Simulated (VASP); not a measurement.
A VASP calculation is set up with these files.

**KPOINTS**
```
Automatic mesh
0
Gamma
14 14 14
0 0 0
```

**INCAR**
```
SYSTEM  =  V
PREC  =  Accurate; ENCUT  =  400; LREAL  =  .FALSE.
LASPH  =  .TRUE.
EDIFF  =  1E-6; NELM  =  100; ALGO  =  Normal
LMAXMIX  =  4
ISMEAR  =  1; SIGMA  =  0.1
GGA  =  PE
MAGMOM  =  4.0 4.0
ISPIN  =  2
ISIF  =  2
LWAVE  =  .FALSE.; LCHARG  =  .FALSE.; LORBIT  =  10
```

### POSCAR
```
V
1
   -2.3664030000     2.3664030000     1.2911380000
    2.3664030000    -2.3664030000     1.2911380000
    2.3664030000     2.3664030000    -1.2911380000
V
2
Direct
  0.7500000000   0.2500000000   0.5000000000
  0.0000000000   0.0000000000   0.0000000000
```

POTCAR, in this order: V_sv (PBE.64 set). Program: vasp_std.

Problem. Translate this PBE calculation to Ansatz.

Solution. One equivalent input (not run):
Ansatz 0.2 input:
```yaml
crystal:
  lattice:
    - [-2.3664030, 2.3664030, 1.2911380]
    - [2.3664030, -2.3664030, 1.2911380]
    - [2.3664030, 2.3664030, -1.2911380]
  atoms:
    - { symbol: V, position: [0.7500000, 0.2500000, 0.5000000], spin: 4 }
    - { symbol: V, position: [0.0000000, 0.0000000, 0.0000000], spin: 4 }
kpoints:
  mp_grid: { grid: [14, 14, 14] }
hamiltonian:
  xc: pbe
  pseudopotentials: { kind: paw }
magnetization: { spin_polarized: true }
scf:
  occupations: { method: methfessel_paxton, width: 0.1 }
  max_iter: 100
output: { forces: true, stress: true, eigenvalues: true }
```
Limits of the translation: each code has its own PAW files, so the cut-off isn't converted (ENCUT is set for VASP's; basis.ecutwfc is left out, and Ansatz then takes the one that its files recommend); Ansatz stops its SCF on the density residual and VASP on the energy change (EDIFF).

The structure was generated: V was put into the beta-Sn type (I4_1/amd), which need not be its known phase. The cell was not relaxed at this level. The run is one of a series of settings (MAGMOM = 4.0 4.0 against the base run), some of them coarse on purpose.
